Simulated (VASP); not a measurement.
Level of theory: LDA (Ceperley-Alder, Perdew-Zunger), VASP's LDA PAW potentials (set 64) (plane waves; VASP).

The input files of a VASP run:

**POSCAR**
```
InP
1
    0.0000000000     2.9137521215     2.9137521215
    2.9137521215     0.0000000000     2.9137521215
    2.9137521215     2.9137521215     0.0000000000
In P
1 1
Direct
  0.0000000000   0.0000000000   0.0000000000
  0.2500000000   0.2500000000   0.2500000000
```

INCAR:
```
# general
SYSTEM  = InP
PREC    = Accurate
ENCUT   = 520
LREAL   = .False.   # projection in real space or not
LASPH   = .True.   # aspherical one-centre terms

# electronic loop
EDIFF   = 1E-7
NELM    = 100   # most electronic steps
ALGO    = Normal   # blocked Davidson
LMAXMIX = 4   # l cut-off of mixed one-centre charges

# smearing
ISMEAR  = 0   # Gaussian
SIGMA   = 0.05   # width (eV)

# ions
ISIF    = 2   # forces and stress, cell fixed

# output
LWAVE   = .False.
LCHARG  = .False.
```

KPOINTS:
```
Automatic mesh
0
Gamma
8 8 8
0 0 0
```

POTCAR, in this order: In_d P (LDA.64 set). Program: vasp_std.

Output of the run:

File OSZICAR:
```
       N       E                     dE             d eps       ncg     rms          rms(c)
DAV:   1     0.113745543291E+03    0.11375E+03   -0.85338E+03   759   0.153E+03
DAV:   2    -0.191050072005E+01   -0.11566E+03   -0.11194E+03   799   0.332E+02
DAV:   3    -0.989684931472E+01   -0.79863E+01   -0.79265E+01   997   0.919E+01
DAV:   4    -0.101069407832E+02   -0.21009E+00   -0.20994E+00   900   0.160E+01
DAV:   5    -0.101163494568E+02   -0.94087E-02   -0.94082E-02  1087   0.305E+00    0.598E+00
DAV:   6    -0.972056120253E+01    0.39579E+00   -0.71689E-01  1118   0.158E+01    0.361E+00
DAV:   7    -0.967774277485E+01    0.42818E-01   -0.18511E-01  1059   0.385E+00    0.118E+00
DAV:   8    -0.967242878467E+01    0.53140E-02   -0.15636E-02  1042   0.177E+00    0.439E-01
DAV:   9    -0.967208831788E+01    0.34047E-03   -0.16636E-03   962   0.651E-01    0.187E-01
DAV:  10    -0.967209846103E+01   -0.10143E-04   -0.16161E-04   937   0.105E-01    0.119E-01
DAV:  11    -0.967210174876E+01   -0.32877E-05   -0.26265E-05  1135   0.651E-02    0.333E-02
DAV:  12    -0.967210012126E+01    0.16275E-05   -0.72735E-06   914   0.522E-02    0.171E-02
DAV:  13    -0.967210008236E+01    0.38902E-07   -0.33982E-07   842   0.545E-03
   1 F= -.96721001E+01 E0= -.96721001E+01  d E =-.934231E-11
```

### OUTCAR
```
------------------------ aborting loop because EDIFF is reached ----------------------------------------
  FORCE on cell =-STRESS in cart. coord.  units (eV):
  Direction    XX          YY          ZZ          XY          YZ          ZX
  --------------------------------------------------------------------------------------
  Total       -0.0044770     -0.0044770     -0.0044770      0.0000000      0.0000000      0.0000000
  in kB       -0.1449817     -0.1449817     -0.1449817      0.0000000      0.0000000      0.0000000
  external PRESSURE =      -0.1449817 kB  Pullay stress =       0.0000000 kB
  volume of cell :       49.48
      direct lattice vectors                 reciprocal lattice vectors
     0.000000000  2.913752121  2.913752121    -0.171600047  0.171600047  0.171600047
     2.913752121  0.000000000  2.913752121     0.171600047 -0.171600047  0.171600047
     2.913752121  2.913752121  0.000000000     0.171600047  0.171600047 -0.171600047
  FREE ENERGIE OF THE ION-ELECTRON SYSTEM (eV)
  ---------------------------------------------------
  free  energy   TOTEN  =        -9.6721000824 eV

  energy  without entropy=       -9.6721000823  energy(sigma->0) =       -9.67210008
```
(Selected blocks of OUTCAR.)

The compound is InP in the zinc blende structure. It was relaxed first.
